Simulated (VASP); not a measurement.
# Quasiparticle energies of BP in VASP, part 4 of 8

Wanted: how far GW moves the Kohn-Sham levels of BP. The cell is of the zinc-blende type. The start is a cell from a database of measured crystal structures.

VASP 6.6.1, plane waves and PAW; the level of theory is named at each step.

So far, quasiparticle gap on the mesh (eV): step 3 (evGW0) 2.14.

### Step 4. evGW

This step: evGW on PBE; plane waves and PAW (P_GW, B_GW) (VASP 6.6.1).

The levels are updated in both G and W; wider gaps weaken the screening and open the gap further.

INCAR reads:

```
SYSTEM = BP
PREC = Accurate
ENCUT = 340
ISMEAR = 0
SIGMA = 0.01
LREAL = .FALSE.
GGA = PE
NBANDS = 152
ALGO = EVGW
NELMGW = 4
ENCUTGW = 200
NOMEGA = 64
PRECFOCK = Fast
NBANDSGW = 16
LWAVE = .FALSE.
LCHARG = .FALSE.
```

POSCAR reads:

```
BP
1.0
    0.0000000000      2.2690000000      2.2690000000
    2.2690000000      0.0000000000      2.2690000000
    2.2690000000      2.2690000000      0.0000000000
P B
1 1
Direct
    0.7500000000      0.7500000000      0.7500000000
    0.0000000000      0.0000000000      0.0000000000
```

KPOINTS reads:

```
Automatic mesh
0
Gamma
6 6 6
0 0 0
```

PAW data sets: P_GW and B_GW (PBE family, release 64).

Command:

```
$ mpirun -np 8 vasp_std
```

The program printed:

```text
[banner, memory and clock lines left out]
running    8 mpi-ranks, on    1 nodes
 distrk:  each k-point on    8 cores,    1 groups
 distr:  one band on    1 cores,    8 groups

 POSCAR found type information on POSCAR P B
 POSCAR found :  2 types and       2 ions
 [... a notice as in an earlier step ...]

 [... a notice as in an earlier step ...]

 LDA part: xc-table for (Slater+PW92), standard interpolation
 found WAVECAR, reading the header
 POSCAR, INCAR and KPOINTS ok, starting setup
 FFT: planning ... GRIDC
 FFT: planning ... GRID_SOFT
 FFT: planning ... GRID
 reading WAVECAR
 the WAVECAR file was read successfully
 initial charge from wavefunction
 available memory per node:     64.99 GB, setting MAXMEM to     66545

 The Fermi energy was updated, please check that it is located mid-gap
 values below the HOMO (VB) or above the LUMO (CB) will cause erroneous energies
 E-fermi :   7.8053

 calculate exact exchange contribution
 the WAVEDER file was read successfully
energies w=
    0.000    0.000    0.585    0.000    1.168    0.000    1.748    0.000
    2.325    0.000    2.897    0.000    3.463    0.000    4.023    0.000
    4.575    0.000    5.120    0.000    5.658    0.000    6.188    0.000
    6.711    0.000    7.226    0.000    7.736    0.000    8.239    0.000
    8.737    0.000    9.231    0.000    9.721    0.000   10.208    0.000
   10.693    0.000   11.178    0.000   11.663    0.000   12.149    0.000
   12.638    0.000   13.131    0.000   13.629    0.000   14.134    0.000
   14.647    0.000   15.169    0.000   15.704    0.000   16.252    0.000
   16.816    0.000   17.398    0.000   18.002    0.000   18.629    0.000
   19.284    0.000   19.969    0.000   20.691    0.000   21.452    0.000
   22.261    0.000   23.122    0.000   24.044    0.000   25.036    0.000
   26.111    0.000   27.280    0.000   28.560    0.000   29.971    0.000
   31.537    0.000   33.288    0.000   35.264    0.000   37.513    0.000
   40.100    0.000   43.110    0.000   46.659    0.000   50.909    0.000
   56.089    0.000   62.543    0.000   70.801    0.000   81.734    0.000
   96.872    0.000  119.181    0.000  155.260    0.000  223.360    0.000
 responsefunction array rank=     176
 LDA part: xc-table for (Slater+PW92), standard interpolation

 min. memory requirement per mpi rank    144.2 MB, per node   1153.7 MB

 allocating   8 responsefunctions rank=   176
 shmem allocating  64 responsefunctions rank=   176
 response function shared by NCSHMEM nodes    1
 Doing            8  frequencies on each core in blocks of           64
NQ=   1    0.0000    0.0000    0.0000,
|.........|.........|.........|.........|.........|.........|.........|.........
 performed        333000 updates of chi_q(r,r)
 total number of BLAS operations         76.22 Gflops
NQ=   2    0.1667    0.0000    0.0000,
|.........|.........|.........|.........|.........|.........|.........|.........
 performed        997000 updates of chi_q(r,r)
 total number of BLAS operations        200.62 Gflops
NQ=   3    0.3333    0.0000    0.0000,
|.........|.........|.........|.........|.........|.........|.........|.........
 performed       1661000 updates of chi_q(r,r)
 total number of BLAS operations        325.03 Gflops
NQ=   4    0.5000    0.0000    0.0000,
|.........|.........|.........|.........|.........|.........|.........|.........
 performed       2208000 updates of chi_q(r,r)
 total number of BLAS operations        431.64 Gflops
NQ=   5    0.1667    0.1667    0.0000,
|.........|.........|.........|.........|.........|.........|.........|.........
 performed       2872000 updates of chi_q(r,r)
 total number of BLAS operations        556.05 Gflops
NQ=   6    0.3333    0.1667    0.0000,
|.........|.........|.........|.........|.........|.........|.........|.........
 performed       3954000 updates of chi_q(r,r)
 total number of BLAS operations        750.92 Gflops
NQ=   7    0.5000    0.1667    0.0000,
|.........|.........|.........|.........|.........|.........|.........|.........
 performed       5036000 updates of chi_q(r,r)
 total number of BLAS operations        951.03 Gflops
NQ=   8   -0.3333    0.1667    0.0000,
|.........|.........|.........|.........|.........|.........|.........|.........
 performed       6118000 updates of chi_q(r,r)
 total number of BLAS operations       1153.77 Gflops
NQ=   9   -0.1667    0.1667    0.0000,
|.........|.........|.........|.........|.........|.........|.........|.........
 performed       7044000 updates of chi_q(r,r)
 total number of BLAS operations       1329.64 Gflops
NQ=  10    0.3333    0.3333    0.0000,
|.........|.........|.........|.........|.........|.........|.........|.........
 performed       7708000 updates of chi_q(r,r)
 total number of BLAS operations       1454.05 Gflops
NQ=  11    0.5000    0.3333    0.0000,
|.........|.........|.........|.........|.........|.........|.........|.........
 performed       8790000 updates of chi_q(r,r)
 total number of BLAS operations       1633.65 Gflops
NQ=  12   -0.3333    0.3333    0.0000,
|.........|.........|.........|.........|.........|.........|.........|.........
 performed       9716000 updates of chi_q(r,r)
 total number of BLAS operations       1783.18 Gflops
NQ=  13    0.5000    0.5000    0.0000,
|.........|.........|.........|.........|.........|.........|.........|.........
 performed      10195000 updates of chi_q(r,r)
 total number of BLAS operations       1869.49 Gflops
NQ=  14    0.5000    0.3333    0.1667,
|.........|.........|.........|.........|.........|.........|.........|.........
 performed      11423000 updates of chi_q(r,r)
 total number of BLAS operations       2090.63 Gflops
NQ=  15   -0.3333    0.3333    0.1667,
|.........|.........|.........|.........|.........|.........|.........|.........
 performed      12573000 updates of chi_q(r,r)
 total number of BLAS operations       2297.75 Gflops
NQ=  16   -0.3333    0.5000    0.1667,
|.........|.........|.........|.........|.........|.........|.........|.........
 performed      13504000 updates of chi_q(r,r)
 total number of BLAS operations       2465.49 Gflops
 resolving degeneracies of screened two electron integrals

 calculate QP shifts <psi_nk| G(iteration)W_0 |psi_nk>: iteration 1
 allocating   8 responsefunctions rank=   176
 shmem allocating  64 responsefunctions rank=   176
 response function shared by NCSHMEM nodes    1
 Doing            8  frequencies on each core in blocks of           64
NQ=   1    0.0000    0.0000    0.0000,
|.........|.........|.........|.........|.........|.........|.........|.........
 performed        333000 updates of chi_q(r,r)
 total number of BLAS operations         76.22 Gflops
NQ=   2    0.1667    0.0000    0.0000,
[...]
total number of BLAS operations       2297.75 Gflops
NQ=  16   -0.3333    0.5000    0.1667,
|.........|.........|.........|.........|.........|.........|.........|.........
 performed      13504000 updates of chi_q(r,r)
 total number of BLAS operations       2465.49 Gflops
 resolving degeneracies of screened two electron integrals

 calculate QP shifts <psi_nk| G(iteration)W_0 |psi_nk>: iteration 2
 allocating   8 responsefunctions rank=   176
 shmem allocating  64 responsefunctions rank=   176
 response function shared by NCSHMEM nodes    1
 Doing            8  frequencies on each core in blocks of           64
NQ=   1    0.0000    0.0000    0.0000,
|.........|.........|.........|.........|.........|.........|.........|.........
 performed        333000 updates of chi_q(r,r)
 total number of BLAS operations         76.22 Gflops
NQ=   2    0.1667    0.0000    0.0000,
|.........|.........|.........|.........|.........|.........|.........|.........
 performed        997000 updates of chi_q(r,r)
 total number of BLAS operations        200.62 Gflops
NQ=   3    0.3333    0.0000    0.0000,
|.........|.........|.........|.........|.........|.........|.........|.........
 performed       1661000 updates of chi_q(r,r)
 total number of BLAS operations        325.03 Gflops
NQ=   4    0.5000    0.0000    0.0000,
|.........|.........|.........|.........|.........|.........|.........|.........
 performed       2208000 updates of chi_q(r,r)
 total number of BLAS operations        431.64 Gflops
NQ=   5    0.1667    0.1667    0.0000,
|.........|.........|.........|.........|.........|.........|.........|.........
 performed       2872000 updates of chi_q(r,r)
 total number of BLAS operations        556.05 Gflops
NQ=   6    0.3333    0.1667    0.0000,
|.........|.........|.........|.........|.........|.........|.........|.........
 performed       3954000 updates of chi_q(r,r)
 total number of BLAS operations        750.92 Gflops
NQ=   7    0.5000    0.1667    0.0000,
|.........|.........|.........|.........|.........|.........|.........|.........
 performed       5036000 updates of chi_q(r,r)
 total number of BLAS operations        951.03 Gflops
NQ=   8   -0.3333    0.1667    0.0000,
|.........|.........|.........|.........|.........|.........|.........|.........
 performed       6118000 updates of chi_q(r,r)
 total number of BLAS operations       1153.77 Gflops
NQ=   9   -0.1667    0.1667    0.0000,
|.........|.........|.........|.........|.........|.........|.........|.........
 performed       7044000 updates of chi_q(r,r)
 total number of BLAS operations       1329.64 Gflops
NQ=  10    0.3333    0.3333    0.0000,
|.........|.........|.........|.........|.........|.........|.........|.........
 performed       7708000 updates of chi_q(r,r)
 total number of BLAS operations       1454.05 Gflops
NQ=  11    0.5000    0.3333    0.0000,
|.........|.........|.........|.........|.........|.........|.........|.........
 performed       8790000 updates of chi_q(r,r)
 total number of BLAS operations       1633.65 Gflops
NQ=  12   -0.3333    0.3333    0.0000,
|.........|.........|.........|.........|.........|.........|.........|.........
 performed       9716000 updates of chi_q(r,r)
 total number of BLAS operations       1783.18 Gflops
NQ=  13    0.5000    0.5000    0.0000,
|.........|.........|.........|.........|.........|.........|.........|.........
 performed      10195000 updates of chi_q(r,r)
 total number of BLAS operations       1869.49 Gflops
NQ=  14    0.5000    0.3333    0.1667,
|.........|.........|.........|.........|.........|.........|.........|.........
 performed      11423000 updates of chi_q(r,r)
 total number of BLAS operations       2090.63 Gflops
NQ=  15   -0.3333    0.3333    0.1667,
|.........|.........|.........|.........|.........|.........|.........|.........
 performed      12573000 updates of chi_q(r,r)
 total number of BLAS operations       2297.75 Gflops
NQ=  16   -0.3333    0.5000    0.1667,
|.........|.........|.........|.........|.........|.........|.........|.........
 performed      13504000 updates of chi_q(r,r)
 total number of BLAS operations       2465.49 Gflops
 resolving degeneracies of screened two electron integrals

 calculate QP shifts <psi_nk| G(iteration)W_0 |psi_nk>: iteration 3
 allocating   8 responsefunctions rank=   176
 shmem allocating  64 responsefunctions rank=   176
 response function shared by NCSHMEM nodes    1
 Doing            8  frequencies on each core in blocks of           64
NQ=   1    0.0000    0.0000    0.0000,
|.........|.........|.........|.........|.........|.........|.........|.........
 performed        333000 updates of chi_q(r,r)
 total number of BLAS operations         76.22 Gflops
NQ=   2    0.1667    0.0000    0.0000,
|.........|.........|.........|.........|.........|.........|.........|.........
 performed        997000 updates of chi_q(r,r)
 total number of BLAS operations        200.62 Gflops
NQ=   3    0.3333    0.0000    0.0000,
|.........|.........|.........|.........|.........|.........|.........|.........
 performed       1661000 updates of chi_q(r,r)
 total number of BLAS operations        325.03 Gflops
NQ=   4    0.5000    0.0000    0.0000,
|.........|.........|.........|.........|.........|.........|.........|.........
 performed       2208000 updates of chi_q(r,r)
 total number of BLAS operations        431.64 Gflops
NQ=   5    0.1667    0.1667    0.0000,
|.........|.........|.........|.........|.........|.........|.........|.........
 performed       2872000 updates of chi_q(r,r)
 total number of BLAS operations        556.05 Gflops
NQ=   6    0.3333    0.1667    0.0000,
|.........|.........|.........|.........|.........|.........|.........|.........
 performed       3954000 updates of chi_q(r,r)
 total number of BLAS operations        750.92 Gflops
NQ=   7    0.5000    0.1667    0.0000,
|.........|.........|.........|.........|.........|.........|.........|.........
 performed       5036000 updates of chi_q(r,r)
 total number of BLAS operations        951.03 Gflops
NQ=   8   -0.3333    0.1667    0.0000,
|.........|.........|.........|.........|.........|.........|.........|.........
 performed       6118000 updates of chi_q(r,r)
 total number of BLAS operations       1153.77 Gflops
NQ=   9   -0.1667    0.1667    0.0000,
|.........|.........|.........|.........|.........|.........|.........|.........
 performed       7044000 updates of chi_q(r,r)
 total number of BLAS operations       1329.64 Gflops
NQ=  10    0.3333    0.3333    0.0000,
|.........|.........|.........|.........|.........|.........|.........|.........
 performed       7708000 updates of chi_q(r,r)
 total number of BLAS operations       1454.05 Gflops
NQ=  11    0.5000    0.3333    0.0000,
|.........|.........|.........|.........|.........|.........|.........|.........
 performed       8790000 updates of chi_q(r,r)
 total number of BLAS operations       1633.65 Gflops
NQ=  12   -0.3333    0.3333    0.0000,
|.........|.........|.........|.........|.........|.........|.........|.........
 performed       9716000 updates of chi_q(r,r)
 total number of BLAS operations       1783.18 Gflops
NQ=  13    0.5000    0.5000    0.0000,
|.........|.........|.........|.........|.........|.........|.........|.........
 performed      10195000 updates of chi_q(r,r)
 total number of BLAS operations       1869.49 Gflops
NQ=  14    0.5000    0.3333    0.1667,
|.........|.........|.........|.........|.........|.........|.........|.........
 performed      11423000 updates of chi_q(r,r)
 total number of BLAS operations       2090.63 Gflops
NQ=  15   -0.3333    0.3333    0.1667,
|.........|.........|.........|.........|.........|.........|.........|.........
 performed      12573000 updates of chi_q(r,r)
 total number of BLAS operations       2297.75 Gflops
NQ=  16   -0.3333    0.5000    0.1667,
|.........|.........|.........|.........|.........|.........|.........|.........
 performed      13504000 updates of chi_q(r,r)
 total number of BLAS operations       2465.49 Gflops
 resolving degeneracies of screened two electron integrals

 calculate QP shifts <psi_nk| G(iteration)W_0 |psi_nk>: iteration 4
 entering main loop
```

Run time: 2.5 min. Hardware: 8 MPI ranks of Intel Xeon 6975P-C (Granite Rapids), shared host; peak memory 1.6 GiB; 20 min of CPU time.

(Part 4 of 8 ends here.)

[Lines on the potential files, build, host, timing and source positions are cut from VASP's logs without a mark.]

[Logs are printed without paths, hosts, clocks, repeated set-up lines and the standing remarks that a program may print on its own settings, such as how far it seeks lower states.]

[Hosts, paths, dates, database ids (printed as entryN), source tags and the programs' standing remarks are cut or masked in the printed files.]

[Measured values are set beside computed ones only where the two were judged alike; some that the calculation misses by far are left out.]

[Pressures printed for these runs are not shown converged in the cutoff: they can be off by several GPa and have the wrong sign.]
